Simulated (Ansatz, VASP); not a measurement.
# NiSeS (1T-NiSSe monolayer): VASP beside Ansatz

Wanted: the spread between two codes on one cell, functional and k mesh. The structure shown is the start of the Ansatz relaxation below; VASP solves that cell, so the two are compared at the walk's first step.

Calculated with Ansatz 0.2.0; plane waves, with VASP 6.6.1 beside it; single point at PBE with D3(BJ).

## 1. Starting point

The cell holds 3 atoms: 1 Se, 1 Ni and 1 S. Its edges and angles: a = 3.450 Å, b = 3.450 Å, c = 35.221 Å, α = 90.0°, β = 90.0°, γ = 120.0°. Vacuum lies along c.

## 2. Ansatz: relaxation, PBE with D3(BJ)

Ansatz runs on its PAW soft_1 files.

The two programs are compared at the cell with which this relaxation starts, whose forces are those of its first step.

input.yaml

```yaml
crystal:
  lattice:
    - [3.45, 0.0, 0.0]
    - [-1.725, 2.9877876431, 0.0]
    - [0.0, 0.0, 35.2210168095]
  atoms:
    - { symbol: Se, position: [0.6666666667, 0.3333333333, 0.4698898981] }
    - { symbol: Ni, position: [0.0, 0.0, 0.5045398951] }
    - { symbol: S, position: [0.3333333333, 0.6666666667, 0.5301101019] }
  periodic: [true, true, false]
kpoints:
  mp_grid: { grid: [12, 12, 1] }
hamiltonian:
  xc: pbe
  dispersion: d3bj
  pseudopotentials: { kind: paw, azcp: { folder: soft_1 } }
scf:
  occupations: { method: fermi_dirac, width: 0.05 }
  convergence: { dr2_threshold: 1.0e-09 }
relax:
  f_tol: 0.004
  max_steps: 90
  cell: {}
output:
  write_potential: true
  write_density: true
  volumetric_format: npy
```

Command:

```
$ ansatz run input.yaml --threads 2 --pin off --max-ram 3072MiB --backend cpu --events-out ev --progress --plain --runs-dir out
```

Numbers of over 12 decimals in the logs are rounded to 6 here.

What it wrote:

```text
Warning: relax.cell: scf.convergence.dr2_threshold = 1e-9 eV is looser than the 2.04194080367e-10 eV advised for a relaxation that steers and ends on the stress (1e-10 eV for each atom of the cell: 3, times the square of relax.cell.stress_2d_tol = 0.05 N/m over 12.1 Å (the atoms' height at the walk's start and 5 Å past either face), 4.125e-2 GPa, over a crystal's default 0.05). What an SCF threshold leaves in a stress goes as its square root, and in the free energy as the threshold itself, and one threshold admits the most on a small cell: [figures from the program's tests cut] Set scf.convergence.dr2_threshold to 2.04194080367e-10 eV or tighter. [rest of the remark cut]
Engine: ansatz 0.2.0, aarch64-unknown-linux-gnu
Pseudopotentials: kind: paw
Pseudopotential: Se, paw, valence charge 16, recommended cutoff 420 eV (normal), soft_1/Se.paw.azcp
Pseudopotential: Ni, paw, valence charge 18, recommended cutoff 420 eV (normal), soft_1/Ni.paw.azcp
Pseudopotential: S, paw, valence charge 6, recommended cutoff 420 eV (normal), soft_1/S.paw.azcp
Functional definition: PBE
  parameter kappa = 0.804
  parameter beta = 0.066725
  exchange = pbe_x(kappa = kappa, mu = beta*pi^2/3)
  correlation = pbe_c(beta = beta)
Crystal: 3 atoms, lattice volume = 363.054 Å³
Basis set: ecut = 420 eV, 7029 PW (Γ), exchange–correlation on 48×48×480 points (8 copies of the dense FFT grid, shifted against one another)
Bands: 24, of which v1, the nominal top of the filled ones, is band 20 counted from 1 (19 counted from 0)
Symmetry: 6 space group operations
Space group: P3m1 (ITA 156), of the structure as read, at distance tolerance 7.1e-5 Å
k-points: 19 of 144 (time reversal used)
Non-local potential: Se, projectors of the file, l = 0: 2, l = 1: 2, l = 2: 3, l = 3: 1
Non-local potential: Ni, projectors of the file, l = 0: 3, l = 1: 2, l = 2: 3, l = 3: 1
Non-local potential: S, projectors of the file, l = 0: 2, l = 1: 2, l = 2: 1
PAW form: soft (Blöchl's): semilocal exchange-correlation on the pseudo side does not see the compensation charge
PAW one-centre angular grid: Se, 590 points (default); XC on 64 Gauss nodes
PAW one-centre angular grid: Ni, 590 points (default); XC on 64 Gauss nodes
PAW one-centre angular grid: S, 110 points (default); XC on 64 Gauss nodes
Initial density: superposition of atomic densities (neutral atoms: chi_scale 0, normalization atom)
Initial wavefunctions: pseudopotential atomic-orbital guess
Functional: x = pbe(κ = 0.804, μ = 0.219515), c = pbe(β = 0.066725)
SCF iter   1: F=—  HF=-12212.959593 eV  |F-HF|=—  |Δ(HF+E_count)|=         —  Δρ=3.97e-2  dr2=8.29e0  ethr=3.10e-3  ⟨swp⟩=16.8  Hψ=3884  notcnv=0
preconditioner: auto → LDOS  [insulator: Δε(μ)=0.145 eV  Ē_g=9.305 eV  σ=0.050 eV  W_gap=0.61  n_scr=20 (ndim 8)  ℏωp=9.1 eV  f_vac=0.826  D(μ)=1.37/eV (n_scr^D=8)  ε∞_Penn≈2.0  β→1.0]
SCF iter   2: F=—  HF=-12212.814776 eV  |F-HF|=—  |Δ(HF+E_count)|=   1.45e-1  Δρ=5.93e-2  dr2=9.84e0  ethr=3.10e-3  ⟨swp⟩=5.4  Hψ=1310  notcnv=0
preconditioner: auto → Resta (q_TF=auto, 1.889 Å⁻¹)  ε∞=2.2  [insulator: Δε(μ)=0.717 eV  Ē_g=8.456 eV  σ=0.050 eV  W_gap=1.00  n_scr=20 (ndim 8)  ℏωp=9.1 eV  f_vac=0.826  D(μ)=0.00/eV (n_scr^D=0)  ε∞_Penn≈2.2  vacuum switching on, ρ_ref=5.2e-3 e/Å³  β→0.5]
SCF iter   3: F=—  HF=-12212.256396 eV  |F-HF|=—  |Δ(HF+E_count)|=   5.58e-1  Δρ=2.19e-2  dr2=2.50e0  ethr=3.10e-3  ⟨swp⟩=4.2  Hψ=1316  notcnv=0
SCF iter   4: F=—  HF=-12212.046165 eV  |F-HF|=—  |Δ(HF+E_count)|=   2.10e-1  Δρ=8.21e-3  dr2=3.21e-1  ethr=3.10e-3  ⟨swp⟩=3.8  Hψ=794  notcnv=0
SCF iter   5: F=—  HF=-12212.024590 eV  |F-HF|=—  |Δ(HF+E_count)|=   2.16e-2  Δρ=2.76e-3  dr2=2.06e-2  ethr=8.03e-4  ⟨swp⟩=3.9  Hψ=711  notcnv=0
SCF iter   6: F=—  HF=-12212.031724 eV  |F-HF|=—  |Δ(HF+E_count)|=   7.13e-3  Δρ=8.79e-4  dr2=1.91e-3  ethr=5.15e-5  ⟨swp⟩=3.8  Hψ=1031  notcnv=0
SCF iter   7: F=—  HF=-12212.033240 eV  |F-HF|=—  |Δ(HF+E_count)|=   1.52e-3  Δρ=2.39e-4  dr2=1.35e-4  ethr=4.77e-6  ⟨swp⟩=3.8  Hψ=965  notcnv=0  defer=3
SCF iter   8: F=—  HF=-12212.033605 eV  |F-HF|=—  |Δ(HF+E_count)|=   3.65e-4  Δρ=8.64e-5  dr2=2.03e-5  ethr=3.36e-7  ⟨swp⟩=3.1  Hψ=997  notcnv=0
SCF iter   9: F=—  HF=-12212.033598 eV  |F-HF|=—  |Δ(HF+E_count)|=   7.08e-6  Δρ=2.72e-5  dr2=2.01e-6  ethr=5.06e-8  ⟨swp⟩=3.6  Hψ=1013  notcnv=0
SCF iter  10: F=—  HF=-12212.033567 eV  |F-HF|=—  |Δ(HF+E_count)|=   3.06e-5  Δρ=8.61e-6  dr2=2.51e-7  ethr=5.03e-9  ⟨swp⟩=2.8  Hψ=927  notcnv=0
[...]
preconditioner: auto → LDOS  [insulator: Δε(μ)=0.251 eV  Ē_g=8.356 eV  σ=0.050 eV  W_gap=0.82  n_scr=20 (ndim 8)  ℏωp=9.3 eV  f_vac=0.821  D(μ)=0.21/eV (n_scr^D=2)  ε∞_Penn≈2.2  β→1.0]
[...]
SCF iter   5: F=-12212.311659 eV  HF=-12212.311659 eV  |F-HF|=6.08e-10  |Δ(HF+E_count)|=   2.16e-9  Δρ=3.26e-7  dr2=8.72e-10  ethr=2.50e-12  ⟨swp⟩=10.8  Hψ=4065  notcnv=0
SCF 6 converged in 5 iterations: F = -12212.311659 eV  dr2 = 8.72e-10
relax step   6: F+E_penalty+E_count = -12212.31165927 eV  Δ(F+E_penalty+E_count) = +2.528e-7 eV  max|allowed force component| = 7.849e-4 eV/Å  Δτ_max = 0.0001 Å  P = +0.005 N/m  Ω = 353.568 Å³  energy of the carried Pulay correction = +3.389e-4 eV  fix = [c, alpha, beta]  reactions: c +0.000 N/m  (5 SCF iters, accepted)
Initial wavefunctions: pseudopotential atomic-orbital guess (no wavefunctions were taken with the density)
iter 1 solved again at ethr=8.99e-7 eV; its pass at ethr=3.10e-3 eV (dr2=3.60e-4 eV) is discarded
SCF iter   1: F=—  HF=-12212.311408 eV  |F-HF|=—  |Δ(HF+E_count)|=         —  Δρ=1.39e-5  dr2=1.99e-7  ethr=8.99e-7  ⟨swp⟩=5.4  Hψ=5382  notcnv=0
eigensolver tolerance schedule: the retry pair's looser diagonalisation over-reported the residual by 1806.36 of it (diagonalisation noise at 1.10 of the residual, at the tolerance the schedule requests for it); recorded, not acted on — ethr = c·dr2/N_el stays at c = 1.0e-1
SCF iter   2: F=—  HF=-12212.311347 eV  |F-HF|=—  |Δ(HF+E_count)|=   6.10e-5  Δρ=8.65e-5  dr2=1.90e-5  ethr=4.98e-10  ⟨swp⟩=4.9  Hψ=1447  notcnv=0
SCF iter   3: F=—  HF=-12212.311345 eV  |F-HF|=—  |Δ(HF+E_count)|=   2.44e-6  Δρ=9.58e-5  dr2=2.45e-5  ethr=4.98e-10  ⟨swp⟩=4.1  Hψ=1161  notcnv=0
SCF iter   4: F=—  HF=-12212.311346 eV  |F-HF|=—  |Δ(HF+E_count)|=   5.86e-7  Δρ=1.81e-6  dr2=6.57e-8  ethr=4.98e-10  ⟨swp⟩=4.0  Hψ=1099  notcnv=0
SCF iter   5: F=—  HF=-12212.311346 eV  |F-HF|=—  |Δ(HF+E_count)|=   2.99e-8  Δρ=7.32e-7  dr2=2.58e-9  ethr=1.64e-10  ⟨swp⟩=2.0  Hψ=616  notcnv=0
iter 6 met the thresholds in force, and the SCF goes on: an eigenvalue changes by 2.20 meV, over its tolerance of 1.03 meV (output.eigenvalues, Limitations)
SCF iter   6: F=-12212.311346 eV  HF=-12212.311346 eV  |F-HF|=8.05e-8  |Δ(HF+E_count)|=   1.14e-7  Δρ=3.52e-7  dr2=1.56e-10  ethr=2.50e-12  ⟨swp⟩=17.8  Hψ=4118  notcnv=0
SCF iter   7: F=-12212.311346 eV  HF=-12212.311346 eV  |F-HF|=1.39e-8  |Δ(HF+E_count)|=   6.68e-8  Δρ=9.28e-8  dr2=6.08e-12  ethr=1.00e-12  ⟨swp⟩=10.3  Hψ=3354  notcnv=0
SCF 7 converged in 7 iterations: F = -12212.311346 eV  dr2 = 6.08e-12
relax step   7: F+E_penalty+E_count = -12212.31134580 eV  Δ(F+E_penalty+E_count) = +3.135e-4 eV  max|allowed force component| = 8.266e-4 eV/Å  Δτ_max = 0.0000 Å  P = +0.005 N/m  Ω = 353.568 Å³  fix = [c, alpha, beta]  reactions: c +0.000 N/m  stress off target by 5.00e-3 N/m on what of the cell is left free  SCF on the basis re-selected at this cell (its energy is not comparable with the rows above)  (7 SCF iters)
basis re-selected at this cell: Δ(F+E_penalty+E_count) = +3.135e-4 eV, ΔP = -0.000 N/m vs the last step (what re-selecting the basis moved, of the pressure what is left beyond the Pulay correction that the steps carried, after the strain that the cell walked since its last selection, with what the two solves' SCF thresholds leave and, on support functions, any second-order correction that the steps lacked; it is no m [...]
WARN: The output density's exchange-correlation potential varies sharply where the density is thin. Do not read a vacuum level from v_tot or v_xc, or from such a field of the output density. On a cell that repeats whose density bears no net charge and no dipole along the vacuum's axis use v_es (v_loc + v_h of the components); under efield.dipole_correction with no amplitude use v_es + v_field, which holds any externa [...]
SCF converged after 7 iterations
an eigenvalue changed by more than its tolerance at an iteration that met the thresholds in force, so the SCF went on 1 time: the last check found none over its tolerance
Free energy (F): -12212.311346 eV
Harris-Foulkes:  -12212.311346 eV  (|F-HF|=1.39e-8)
Internal energy: -12212.308903 eV  (E = F + TS)
E sigma→0 (E₀):  -12212.310125 eV
Entropy (-TS):   -0.002442 eV (-0.814 meV/atom)
Fermi energy:    -5.198674 eV
--- Per-component energies (eV) ---
  E_band       = -1395.243191
  E_kinetic    = 554.735594
  E_local      = -117083.969705  (includes V_loc(G=0)·N_el)
  E_nonlocal   = -439.725630
  E_hartree    = 58340.795607
  E_xc         = -286.610396
  E_vxc        = -318.374063  (∫ρ·V_xc dr)
  E_paw        = -4391.343321  (= ΣΔE_a)
  E_vpaw       = -789.501457  (= ΣTr[D̂ρ^β])
  E_aug_tail   = 0.000547  (compensation charges beyond the density's cutoff)
  E_ewald      = 51094.568656
  E_disp       = -0.760255  (pairwise vdW)
  E_smearing   = -0.002442  (= −TS)
  E_closure    = 0.000000  (closes the sum)
  Σ components = -12212.311346   (vs F -12212.311346, Δ=0.00e0)
--- Forces (eV/Å), atoms counted from 1 ---
  atom   1  Se     0.00000000     0.00000000    -0.00082659
  atom   2  Ni     0.00000000    -0.00000000     0.00050278
  atom   3  S      0.00000000     0.00000000     0.00032394
  max |Σ_I F_I| component: 1.27e-7 eV/Å
--- 2D stress c σ (N/m, compression-positive) ---
        0.004998      -0.000000      -0.000000
       -0.000000       0.004998       0.000000
       -0.000000       0.000000       0.000000
  P = ½ c Tr σ = 0.0050 N/m
--- Band table (eV; the first three rows and the last of 19) ---
  k-point 0: bands = [... 16 lower, -7.0285, -6.1882, -5.2887, -5.2887, -3.5606, -3.5606, -0.9258, -0.1535]
  k-point 1: bands = [... 16 lower, -7.0776, -6.1210, -5.6111, -5.3920, -3.9720, -3.6174, -0.7937, -0.0181]
  k-point 2: bands = [... 16 lower, -7.2906, -6.3169, -5.7663, -5.6983, -4.7491, -3.7187, -0.4461, 0.3196]
  k-point 18: bands = [... 16 lower, -8.4189, -7.6174, -7.0204, -6.8317, -4.9490, -4.4871, 1.0429, 2.6300]
  the weakly bound empty levels are not read free of the cell's end (no_gap_told)
--- Relaxed structure (6 steps of the walk, 6 accepted, 1 SCFs on fresh bases) ---
  F+E_penalty+E_count = -12212.31134580 eV   max|allowed force component| = 8.266e-4 eV/Å   (the final SCF, on the basis selected at the relaxed cell)
  cell:  # Å, volume = 353.5678 Å³
    - [3.404631, -3.3579643886223868e-18, 0]
    - [-1.702316, 2.948497, 0]
    - [0, 0, 35.2210168095]
  atoms:
    - { symbol: Se, position: [0.666667, 0.333333, 0.466134] }
    - { symbol: Ni, position: [-1.127859068804729e-18, 0, 0.503047] }
    - { symbol: S, position: [0.333333, 0.666667, 0.535358] }
```

The column dr2 measures how far the density is from self-consistency, as an energy; F and HF (Harris–Foulkes) agree once it is small.

(Continued in part 2 of 2.)

[Lines on the potential files, build, host, timing and source positions are cut from VASP's logs without a mark.]

[Logs are printed without paths, hosts, clocks, repeated set-up lines and the standing remarks that a program may print on its own settings, such as how far it seeks lower states.]

[Hosts, paths, dates, database ids (printed as entryN), source tags and the programs' standing remarks are cut or masked in the printed files.]
